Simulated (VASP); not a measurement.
SrMg6Si:

```xyz
8
Lattice="4.9090 0.0000 0.0000 0.0000 3.0256 6.7609 0.0000 -3.0256 6.7609" Properties=species:S:1:pos:R:3 pbc="T T T"
Sr    2.4545    0.0000    9.4333
Si    2.4545    0.0000    1.5584
Mg    0.0000    0.0000   11.6665
Mg    0.0000    0.0000    4.0528
Mg    0.0000   -1.5404    7.7815
Mg    0.0000    1.5404    7.7815
Mg    2.4545   -1.4806    5.9066
Mg    2.4545    1.4806    5.9066
```

The cell comes from a database or a generator and needn't be the stable form of this composition.

* Program: VASP 6.6.1
* Task: single point
* Functional: PBE
* Potentials or basis: VASP PAW PBE potentials, release 64 (Sr_sv, Si, Mg)
* Cutoff: 520 eV
* k mesh: 6 × 5 × 5
* Occupations: fermi-dirac, width 0.05 eV
* Spin: no spin polarisation

On this cell: pressure 0.1 GPa; largest force 0.082 eV/Å; band gap on the k mesh none (metal or under the smearing width).

The same run follows on a disturbed copy (atoms moved at random, drawn with an rms of 0.05 Å):

```
Sr Si Mg
1.0
     4.90902    0.00000    0.00000
     0.00000    3.02556    6.76092
     0.00000   -3.02556    6.76092
Sr Si Mg
1 1 6
Direct
  0.49837 0.69267 0.69790
  0.49658 0.11149 0.11466
  0.01361 0.85371 0.86890
  0.99564 0.28384 0.30759
  0.98641 0.31741 0.83262
  0.00091 0.82018 0.33209
  0.50929 0.19553 0.67718
  0.49374 0.68813 0.18305
```

Question: What does the disturbed cell give?

Answer: The energy (extrapolated to zero smearing) moves by +4.6 meV/atom; pressure 0.1 GPa; largest force 0.294 eV/Å; band gap on the k mesh none (metal or under the smearing width).

Forces on the atoms (eV/Å):
```
Sr   0.041 -0.005  0.110
Si  -0.029 -0.026  0.006
Mg  -0.280  0.071  0.051
Mg   0.028  0.102 -0.042
Mg   0.263 -0.126 -0.014
Mg  -0.077  0.153 -0.114
Mg  -0.144  0.018 -0.039
Mg   0.198 -0.186  0.042
```

Stress tensor (GPa, compression positive):
```
 0.08 -0.23 -0.07
-0.23  0.03 -0.18
-0.07 -0.18  0.32
```
